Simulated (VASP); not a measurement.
MnF$_{2}$ (rutile): the lattice constant c from VASP (plane waves, PAW) at several levels of theory. Static lattice.  The measured value holds thermal and zero-point effects that the static calculation lacks.

| level | lattice constant c (Å) | error against measurement |
|---|---|---|
| LDA | 3.219 | -2.8 % |
| PBE | 3.328 | +0.5 % |
| PBEsol | 3.283 | -0.8 % |
| SCAN | 3.294 | -0.5 % |
| r2SCAN | 3.306 | -0.1 % |

Measured: 3.311 Å (as given by Cinthia Antunes Corrêa et al., Physical Review B (2018), arXiv:1805.11339).

The cell of the LDA run:

```xyz
6
Lattice="4.7709 0.0000 0.0000 0.0000 4.7709 0.0000 0.0000 0.0000 3.2189" Properties=species:S:1:pos:R:3 pbc="T T T"
Mn     4.7709     4.7709     0.0000
Mn     2.3854     2.3854     1.6095
F      1.4406     1.4406     0.0000
F      3.8261     0.9448     1.6095
F      0.9448     3.8261     1.6095
F      3.3302     3.3302     3.2189
```
Starting moments (μB, in the order of the record's atoms Mn Mn F F F F): 4.4 -4.4 0.0 0.0 0.0 0.0.

Only levels that ran to the end are used. Left out are those held back, those with too coarse a band path, GW runs whose mesh misses a band edge, hybrids' fits of cells that aren't cubic and levels without matching references; a question may draw on a part of the rest.

The compound is MnF2 in the rutile structure.
